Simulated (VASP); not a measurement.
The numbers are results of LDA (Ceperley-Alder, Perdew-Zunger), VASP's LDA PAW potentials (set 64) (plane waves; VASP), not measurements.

Input for VASP

INCAR:
```
# general
SYSTEM  = InSe
PREC    = Accurate
ENCUT   = 300
LREAL   = F
LASPH   = T

# electronic loop
EDIFF   = 1E-6
NELM    = 100
ALGO    = Normal
LMAXMIX = 4

# smearing
ISMEAR  = -1
SIGMA   = 0.01

# ions
ISIF    = 2

# output
LWAVE   = F
LCHARG  = F
```

### POSCAR
```
InSe
1
    4.0473300000     0.0000000000     0.0000000000
   -2.0236650000     3.5050910000     0.0000000000
    0.0000000000     0.0000000000    18.0520600000
In Se
4 4
Direct
  0.0000000000   0.0000000000   0.5773900000
  0.0000000000   0.0000000000   0.4226100000
  0.3333330000   0.6666670000   0.9226100000
  0.3333330000   0.6666670000   0.0773900000
  0.6666670000   0.3333330000   0.8530000000
  0.6666670000   0.3333330000   0.1470000000
  0.3333330000   0.6666670000   0.6470200000
  0.3333330000   0.6666670000   0.3529800000
```

KPOINTS:
```
Automatic mesh
0
Gamma
5 5 1
0 0 0
```

POTCAR, in this order: In_d Se (LDA.64 set). Program: vasp_std.

At this cut-off the stress carries a Pulay error, which pulls relaxed volumes low.

Problem. What does the run give for the energy per atom (σ→0), pressure, largest force?

Solution. 
```
Property                       Result
---------------------  --------------
energy per atom (σ→0)  -4.134 eV/atom
pressure                    -2.34 GPa
largest force              0.129 eV/Å
```

File OSZICAR:
```
...
DAV:   8    -0.330737116973E+02    0.14619E-01   -0.10479E-01   639   0.311E+00    0.931E-01
DAV:   9    -0.330726339971E+02    0.10777E-02   -0.15623E-02   524   0.486E-01    0.417E-01
DAV:  10    -0.330722503357E+02    0.38366E-03   -0.12190E-03   703   0.327E-01    0.186E-01
DAV:  11    -0.330722563948E+02   -0.60591E-05   -0.43668E-04   644   0.164E-01    0.560E-02
DAV:  12    -0.330722436147E+02    0.12780E-04   -0.57965E-05   615   0.432E-02    0.298E-02
DAV:  13    -0.330722456523E+02   -0.20377E-05   -0.13735E-05   572   0.219E-02    0.107E-02
DAV:  14    -0.330722451948E+02    0.45749E-06   -0.31520E-06   372   0.174E-02
   1 F= -.33072245E+02 E0= -.33072245E+02  d E =-.418477E-12
```

The structure comes from a computed database's InSe entry (P-6m2); how it stands against other phases isn't given here. The cell was not relaxed at this level.
